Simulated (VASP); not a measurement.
OSZICAR of a VASP run on Gd (relaxed from the simple-cubic structure, space group Pm-3m):

### OSZICAR
```
       N       E                     dE             d eps       ncg     rms          rms(c)
DAV:   1    -0.235663084136E+02   -0.23566E+02   -0.39738E+03  1368   0.765E+02
DAV:   2    -0.309261661915E+02   -0.73599E+01   -0.70784E+01  1456   0.762E+01
DAV:   3    -0.311386232241E+02   -0.21246E+00   -0.19437E+00  2160   0.995E+00
DAV:   4    -0.311403130168E+02   -0.16898E-02   -0.17551E-02  1648   0.541E-01
DAV:   5    -0.311403335833E+02   -0.20567E-04   -0.20747E-04  2128   0.280E-02    0.149E+01
DAV:   6    -0.296573358581E+02    0.14830E+01   -0.33723E-01  1352   0.579E+00    0.796E+00
DAV:   7    -0.299002922961E+02   -0.24296E+00   -0.16333E-01  1496   0.426E+00    0.156E+00
DAV:   8    -0.296509847241E+02    0.24931E+00   -0.19446E-01  1344   0.399E+00    0.339E-01
DAV:   9    -0.298237043003E+02   -0.17272E+00   -0.21079E-01  1352   0.269E+00    0.300E-01
DAV:  10    -0.298380021284E+02   -0.14298E-01   -0.93531E-03  1520   0.111E+00    0.216E-01
DAV:  11    -0.298350681419E+02    0.29340E-02   -0.75524E-03  1400   0.737E-01    0.392E-01
DAV:  12    -0.298347938811E+02    0.27426E-03   -0.11048E-04  2104   0.105E-01    0.344E-01
DAV:  13    -0.298341139935E+02    0.67989E-03   -0.45569E-04  1464   0.185E-01    0.190E-01
DAV:  14    -0.298334909796E+02    0.62301E-03   -0.27400E-04  1576   0.148E-01    0.625E-02
DAV:  15    -0.298334641808E+02    0.26799E-04   -0.76042E-06  1864   0.319E-02    0.659E-02
DAV:  16    -0.298332946248E+02    0.16956E-03   -0.24405E-04  1368   0.118E-01    0.933E-03
DAV:  17    -0.298333003109E+02   -0.56861E-05   -0.14810E-05  1824   0.390E-02    0.105E-02
DAV:  18    -0.298332985061E+02    0.18048E-05   -0.19159E-07  1936   0.461E-03    0.104E-02
DAV:  19    -0.298333155140E+02   -0.17008E-04   -0.16978E-06  1608   0.109E-02    0.109E-02
DAV:  20    -0.298333212812E+02   -0.57672E-05   -0.11472E-06  1488   0.883E-03    0.449E-03
DAV:  21    -0.298333208364E+02    0.44474E-06   -0.92215E-08  1080   0.320E-03    0.238E-03
DAV:  22    -0.298333201547E+02    0.68170E-06   -0.62116E-08   736   0.255E-03    0.193E-03
DAV:  23    -0.298333200249E+02    0.12987E-06   -0.23154E-08   720   0.140E-03    0.384E-04
DAV:  24    -0.298333196365E+02    0.38842E-06   -0.49015E-09   720   0.738E-04    0.246E-04
DAV:  25    -0.298333192421E+02    0.39432E-06   -0.57785E-09   720   0.610E-04    0.119E-04
DAV:  26    -0.298333191574E+02    0.84742E-07   -0.13351E-09   704   0.367E-04
   1 F= -.29833319E+02 E0= -.29833319E+02  d E =0.000000E+00
       N       E                     dE             ncg
```

Q: Which electronic solver shows in the log?

A: It is blocked Davidson (ALGO = Normal, or the opening steps of other solvers). The INCAR had ALGO = Normal.

Q: Can the final energy be trusted as converged?

A: Self-consistency was reached. It stopped with EDIFF = 1E-7, NELM = 100 (r2SCAN meta-GGA, plane waves, VASP's PBE PAW potentials (set 64)). The 4f electrons are frozen in the core of the lanthanide potential, so 4f levels, which can set the real gap, and their magnetism are missing.

The structure was generated: Gd was put into the simple-cubic type (Pm-3m), which need not be its known phase. It was relaxed first, which changed the volume by -11 %.
